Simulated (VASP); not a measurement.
An input for Quantum ESPRESSO's pw.x (written as the equivalent of a VASP run, and not itself run):

```
&CONTROL
  calculation = 'vc-relax'
  pseudo_dir = './pseudo'
  outdir = './out'
  tprnfor = .true.
  tstress = .true.
  nstep = 40
  forc_conv_thr = 0.00078
/
&SYSTEM
  ibrav = 0
  nat = 1
  ntyp = 1
  ecutwfc = 80
  occupations = 'smearing'
  smearing = 'methfessel-paxton'
  degauss = 0.00735
  input_dft = 'pbe'
/
&ELECTRONS
  conv_thr = 7.3e-08
  electron_maxstep = 100
/
&IONS
/
&CELL
  press = 50
/
ATOMIC_SPECIES
  Mo 95.950 Mo.upf
CELL_PARAMETERS angstrom
    -1.5715738    1.5715738    1.5715738
     1.5715738   -1.5715738    1.5715738
     1.5715738    1.5715738   -1.5715738
ATOMIC_POSITIONS crystal
  Mo   0.0000000  0.0000000  0.0000000
K_POINTS automatic
  16 16 16 0 0 0
```

Question: Write the VASP files for the same calculation (PBE).

Answer: Several could match; the one computed here: 
**KPOINTS**
```
Automatic mesh
0
Gamma
16 16 16
0 0 0
```

POSCAR:
```
Mo
1
   -1.5715738044     1.5715738044     1.5715738044
    1.5715738044    -1.5715738044     1.5715738044
    1.5715738044     1.5715738044    -1.5715738044
Mo
1
Direct
  0.0000000000   0.0000000000   0.0000000000
```

**INCAR**
```
! general
SYSTEM  = Mo
PREC    = Accurate
ENCUT   = 500
LREAL   = .False.
LASPH   = .True.

! electronic loop
EDIFF   = 1E-6
NELM    = 100
ALGO    = Normal
LMAXMIX = 4

! smearing
ISMEAR  = 1
SIGMA   = 0.1

! functional
GGA     = PE

! ions
IBRION  = 2
NSW     = 40
ISIF    = 3
EDIFFG  = -0.02
PSTRESS = 50

! output
LWAVE   = .False.
LCHARG  = .False.
```

POTCAR, in this order: Mo_sv (PBE.64 set). Program: vasp_std.

The two are equivalent in intent, not identical: the potentials are each code's own (VASP's PAW set, PseudoDojo norm-conserving files in pw.x), so ENCUT and ecutwfc are chosen apart and not converted; conv_thr bounds pw.x's estimated SCF error, while EDIFF bounds the energy change between steps; forc_conv_thr acts on force components and is met together with etot_conv_thr.

The compound is Mo in the bcc structure. It was relaxed first under an external pressure of 5 GPa.
